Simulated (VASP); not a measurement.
VASP input:

INCAR:
```
SYSTEM = Co
PREC = Accurate
ENCUT = 400
EDIFF = 1E-6
NELM = 100
ALGO = Normal
LREAL = .FALSE.
LASPH = .TRUE.
ISMEAR = 1
SIGMA = 0.1
GGA = PE
LMAXMIX = 4
ISPIN = 2
MAGMOM = 1.8 1.8
LORBIT = 10
LWAVE = .FALSE.
LCHARG = .FALSE.
ISIF = 2
NBANDS = 8
```

File POSCAR:
```
Co
1
    1.2801000000    -2.2171980000     0.0000000000
    1.2801000000     2.2171980000     0.0000000000
    0.0000000000     0.0000000000     4.1514000000
Co
2
Direct
  0.3333330000   0.6666670000   0.2500000000
  0.6666670000   0.3333330000   0.7500000000
```

**KPOINTS**
```
Automatic mesh
0
Gamma
12 12 7
0 0 0
```

POTCAR, in this order: Co (PBE.64 set). Program: vasp_std.

Output

standard output:
```
 POSCAR found type information on POSCAR Co
 POSCAR found :  1 types and       2 ions
 Reading from existing POTCAR
 Reading from existing POTCAR
 LDA part: xc-table for (Slater+PW92), standard interpolation

 -----------------------------------------------------------------------------
|                                                                             |
|     EEEEEEE  RRRRRR   RRRRRR   OOOOOOO  RRRRRR      ###     ###     ###     |
|     E        R     R  R     R  O     O  R     R     ###     ###     ###     |
|     E        R     R  R     R  O     O  R     R     ###     ###     ###     |
|     EEEEE    RRRRRR   RRRRRR   O     O  RRRRRR       #       #       #      |
|     E        R   R    R   R    O     O  R   R                               |
|     E        R    R   R    R   O     O  R    R      ###     ###     ###     |
|     EEEEEEE  R     R  R     R  OOOOOOO  R     R     ###     ###     ###     |
|                                                                             |
|     The number of bands is not sufficient to hold all electrons. I am       |
|     sorry, but this calculation does not make sense. If you want to         |
|     calculate only selected states, you need to set either EFERMI or        |
|     EREF. EREF specifies around which energy states are supposed to be      |
|     calculated.                                                             |
|     I found NBANDS = 8, NELECT = 18.                                        |
|                                                                             |
|       ---->  I REFUSE TO CONTINUE WITH THIS SICK JOB ... BYE!!! <----       |
|                                                                             |
 -----------------------------------------------------------------------------
```

Task: Read the log: what went wrong, and how is it fixed?

Result: The cause: NBANDS is too small to hold all electrons. VASP stops with an error: The number of bands is not sufficient to hold all electrons. I am sorry, but this calculation does not make sense. If you want to calculate only selected states, you need to set either EFERMI or EREF. EREF specifies around which energy states are supposed to be calculated. I found NBANDS = 8, NELECT = 18. ----> I REFUSE TO CONTINUE WITH THIS SICK JOB ... BYE!!! <---- To mend it, remove NBANDS.

The mended run (PBE GGA, plane waves, VASP's PBE PAW potentials (set 64)) converges, and its OSZICAR ends with
```
   1 F= -.13976178E+02 E0= -.13976248E+02  d E =0.209071E-03  mag=     3.3476
```

The compound is Co in the hcp structure. The cell was not relaxed at this level.
